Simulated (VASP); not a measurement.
These are PW91 GGA, VASP's PBE PAW potentials (set 64) (plane waves; VASP 6.6.1) values and carry that method's errors.

Input for VASP

File POSCAR:
```
Se atom
1
   12.0000000000     0.0000000000     0.0000000000
    0.0000000000    12.5000000000     0.0000000000
    0.0000000000     0.0000000000    13.0000000000
Se
1
Direct
  0.0000000000   0.0000000000   0.0000000000
```

File KPOINTS:
```
Automatic mesh
0
Gamma
1 1 1
0 0 0
```

**INCAR**
```
ALGO=All
EDIFF=1E-6
ENCUT=520
GGA=91
ISMEAR=0
ISPIN=2
ISYM=0
LASPH=.TRUE.
LCHARG=.FALSE.
LMAXMIX=4
LORBIT=10
LREAL=.FALSE.
LWAVE=.FALSE.
MAGMOM=2
NELM=200
NUPDOWN=2
PREC=Normal
SIGMA=0.01
SYSTEM=Se atom
```

POTCAR, in this order: Se (PBE.64 set). Program: vasp_gam. Read from the step before: WAVECAR.

Output

File OUTCAR:
```
 ion  position               nearest neighbor table
   1  0.000  0.000  0.000-
 Subroutine IBZKPT returns following result:
 Found      1 irreducible k-points:

 Following reciprocal coordinates:
            Coordinates               Weight
  0.000000  0.000000  0.000000      1.000000
   k-points           NKPTS =      1   k-points in BZ     NKDIM =      1   number of bands    NBANDS=      8
   number of dos      NEDOS =    301   number of ions     NIONS =      1
   total plane-waves  NPLWV = 392000
   dimension x,y,z NGX =    70 NGY =   70 NGZ =   80
   dimension x,y,z NGXF=   140 NGYF=  140 NGZF=  160
   ions per type =               1
   PREC   = normal    normal or accurate (medium, high low for compatibility)
   ISTART =      1    job   : 0-new  1-cont  2-samecut
   ICHARG =      0    charge: 1-file 2-atom 10-const
   ISPIN  =      2    spin polarized calculation?
   LNONCOLLINEAR =      F non collinear calculations
   LSORBIT =      F    spin-orbit coupling
   INIWAV =      1    electr: 0-lowe 1-rand  2-diag
   ENCUT  =  520.0 eV  38.22 Ry    6.18 a.u.  22.31 23.24 24.17*2*pi/ulx,y,z
   NELM   =    200;   NELMIN=  2; NELMDL=  0     # of ELM steps
   EDIFF  = 0.1E-05   stopping-criterion for ELM
   LREAL  =      F    real-space projection
   NLSPLINE    = F    spline interpolate recip. space projectors
   LMAXMIX     =    4 max onsite mixed and CHGCAR
   VOSKOWN=      0    Vosko Wilk Nusair interpolation
   EDIFFG = 0.1E-04   stopping-criterion for IOM
   NSW    =      0    number of steps for IOM
   NBLOCK =      1;   KBLOCK =      1    inner block; outer block
   IBRION =     -1    ionic relax: 0-MD 1-quasi-New 2-CG
   NFREE  =      0    steps in history (QN), initial steepest desc. (CG)
   ISIF   =      2    stress and relaxation
   ISYM   =      0    0-nonsym 1-usesym 2-fastsym
   TEIN   =    0.0    initial temperature
   TEBEG  =    0.0;   TEEND  =   0.0 temperature during run
   SMASS  =  -3.00    Nose mass-parameter (am)
   PSTRESS=    0.0 pullay stress
   NELECT =       6.0000    total number of electrons
...
```

**OSZICAR**
```
       N       E                     dE             d eps       ncg     rms           ort
SDA:   1    -0.716688182312E+00   -0.71669E+00    0.00000E+00     8   0.344E-02   0.000E+00
CGA:   2    -0.717907204100E+00   -0.12190E-02   -0.12230E-02     8   0.468E-03  -0.267E-04
CGA:   3    -0.718087759990E+00   -0.18056E-03   -0.17892E-03     8   0.501E-03   0.113E-04
SDA:   4    -0.719193328907E+00   -0.11056E-02   -0.11056E-02     8   0.800E-02   0.157E-02
CGA:   5    -0.740903867803E+00   -0.21711E-01   -0.21544E-01     8   0.283E-01   0.110E-03
SDA:   6    -0.753031434384E+00   -0.12128E-01   -0.19208E-01     8   0.881E-01  -0.226E-01
CGA:   7    -0.776210596161E+00   -0.23179E-01   -0.26826E-01     8   0.181E-01   0.739E-02
CGA:   8    -0.782185385729E+00   -0.59748E-02   -0.59765E-02     8   0.487E-02   0.315E-06
CGA:   9    -0.783761341387E+00   -0.15760E-02   -0.15759E-02     8   0.725E-03  -0.831E-06
CGA:  10    -0.784014233041E+00   -0.25289E-03   -0.25281E-03     8   0.156E-03  -0.182E-05
CGA:  11    -0.784066957089E+00   -0.52724E-04   -0.52707E-04     8   0.258E-04  -0.349E-06
CGA:  12    -0.784076803216E+00   -0.98461E-05   -0.98471E-05     8   0.438E-05   0.326E-06
CGA:  13    -0.784078728380E+00   -0.19252E-05   -0.19339E-05     8   0.112E-05  -0.168E-06
CGA:  14    -0.784079142577E+00   -0.41420E-06   -0.41479E-06     8   0.247E-06   0.964E-07
   1 F= -.78407914E+00 E0= -.78407914E+00  d E =-.158759E-13  mag=     2.0000
```

**OUTCAR**
```
------------------------ aborting loop because EDIFF is reached ----------------------------------------
  FORCE on cell =-STRESS in cart. coord.  units (eV):
  Direction    XX          YY          ZZ          XY          YZ          ZX
  --------------------------------------------------------------------------------------
  Total       -0.0006554     -0.0011477     -0.0001895     -0.0000058      0.0000397     -0.0012417
  in kB       -0.0005385     -0.0009430     -0.0001557     -0.0000048      0.0000326     -0.0010202
  external PRESSURE =      -0.0005457 kB  Pullay stress =       0.0000000 kB
  volume of cell :     1950.00
      direct lattice vectors                 reciprocal lattice vectors
    12.000000000  0.000000000  0.000000000     0.083333333  0.000000000  0.000000000
     0.000000000 12.500000000  0.000000000     0.000000000  0.080000000  0.000000000
     0.000000000  0.000000000 13.000000000     0.000000000  0.000000000  0.076923077
 POSITION                                       TOTAL-FORCE (eV/Angst)
 -----------------------------------------------------------------------------------
      0.00000      0.00000      0.00000         0.000000     -0.000000      0.000000
 -----------------------------------------------------------------------------------
    total drift:                                0.000000     -0.000000      0.000000
  FREE ENERGIE OF THE ION-ELECTRON SYSTEM (eV)
  ---------------------------------------------------
  free  energy   TOTEN  =        -0.7840791426 eV

  energy  without entropy=       -0.7840791426  energy(sigma->0) =       -0.78407914

 total charge

# of ion       s       p       d       tot
------------------------------------------
    1        1.506   2.088   0.001   3.595

 magnetization (x)

# of ion       s       p       d       tot
------------------------------------------
    1        0.014   1.085   0.001   1.100
```
(Selected blocks of OUTCAR.)

The atom may not be in its lowest state.

The cell is a free atom in a box.
